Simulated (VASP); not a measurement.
Data:

```xyz
2
Lattice="0.0000 3.2330 3.2330 3.2330 0.0000 3.2330 3.2330 3.2330 0.0000" Properties=species:S:1:pos:R:3 pbc="T T T"
K      0.0000     0.0000     0.0000
Cl     3.2330     3.2330     3.2330
```

Computed with vdW-DF2, VASP's PBE PAW potentials (set 64) (plane waves; VASP). Run with 520 eV cut-off, 7×7×7 Γ-centred mesh, Gaussian smearing of 0.050 eV, potentials K_sv Cl.

### Question
What does the run give for the energy per atom (σ→0), band gap (on the k-mesh) with the smallest direct gap where there is one?

### Answer

```yaml
band gap (on the k-mesh): 4.58 eV
smallest direct gap (on the k-mesh): 4.58 eV
energy per atom (σ→0): -1.727 eV/atom
```

The compound is KCl in the rock salt structure. This cell is one point of a volume scan, at 1.06 of the reference volume.
